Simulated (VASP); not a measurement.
```xyz
1
Lattice="0.0000 1.9440 1.9440 1.9440 0.0000 1.9440 1.9440 1.9440 0.0000" Properties=species:S:1:pos:R:3 pbc="T T T"
Ir     0.0000     0.0000     0.0000
```

All values below come from RPBE GGA, VASP's PBE PAW potentials (set 64) (plane waves; VASP). Numerical set-up: 520 eV cut-off, Gaussian smearing of 0.050 eV, potentials Ir.

Unless said otherwise, spin-orbit coupling is left out, though it shifts the bands of the heavy elements here.

Problem. Predict the band gap (along the path) with the smallest direct gap where there is one.

Solution. 
```json
{
 "band gap (along the path)": "none (metal, semimetal or under 0.01 eV)"
}
```

The compound is Ir in the fcc structure. It was relaxed first.
